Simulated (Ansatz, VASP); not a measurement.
## Two plane-wave programs on Ca3Lu

Contents of INCAR:

```
SYSTEM = Ca3Lu
  PREC = Accurate
  ENCUT = 520
  EDIFF = 1E-7
  ISMEAR = -1
  SIGMA = 0.05
  LREAL = .FALSE.
  LASPH = .TRUE.
  NELM = 80
  ALGO = Normal
  ISIF = 2
  LWAVE = .FALSE.
  LCHARG = .FALSE.
  GGA = PE
  NBANDS = 36
```

The input KPOINTS:

```
Automatic mesh
0
G
  5 5 5
  0 0 0
```

File POSCAR:

```
Ca3Lu
1.0
    5.2893096979      0.0000000000      0.0000000000
    0.0000000000      5.2893096979      0.0000000000
    0.0000000000      0.0000000000      5.2893096979
Lu Ca
1 3
Direct
    0.5000000000      0.5000000000      0.5000000000
    0.0000000000      0.0000000000      0.5000000000
    0.0000000000      0.5000000000      0.0000000000
    0.5000000000      0.0000000000      0.0000000000
```

The input input.yaml:

```yaml
crystal:
  lattice:
    - [5.2893096979, 0.0, 0.0]
    - [0.0, 5.2893096979, 0.0]
    - [0.0, 0.0, 5.2893096979]
  atoms:
    - { symbol: Lu, position: [0.5, 0.5, 0.5] }
    - { symbol: Ca, position: [0.0, 0.0, 0.5] }
    - { symbol: Ca, position: [0.0, 0.5, 0.0] }
    - { symbol: Ca, position: [0.5, 0.0, 0.0] }
hamiltonian:
  xc: pbe
  pseudopotentials: { kind: paw }
kpoints:
  mp_grid: { grid: [5, 5, 5] }
scf:
  occupations: { method: fermi_dirac, width: 0.05 }
output:
  forces: true
  stress: true
  eigenvalues: true
```

Change from the starting cell: volume scaled by 0.96.

Alike in both runs: task single point; functional PBE; k mesh 5 × 5 × 5; occupations fermi-dirac, width 0.05 eV; no spin polarisation.

|  | VASP | Ansatz |
| --- | --- | --- |
| version | VASP 6.6.1 | Ansatz 0.2.0 |
| potentials or method | VASP PAW PBE potentials, release 64 (Lu, Ca_sv) | Ansatz PAW |
| plane-wave cutoff (eV) | 520 | 420 |
| valence electrons in the cell | 55 | 55 |

|  | VASP | Ansatz | Ansatz less VASP |
| --- | --- | --- | --- |
| gap on the k mesh at the Fermi level (eV) | none | none | - |
| pressure (GPa) | 1.0 | 1.0 | -0.02 |

A gap of «none» marks a metal or a gap that the smearing closes. The functional is the same, so the differences come from potentials, cutoffs and numerics.

Spin-orbit coupling is left out, which matters for the levels of Lu.
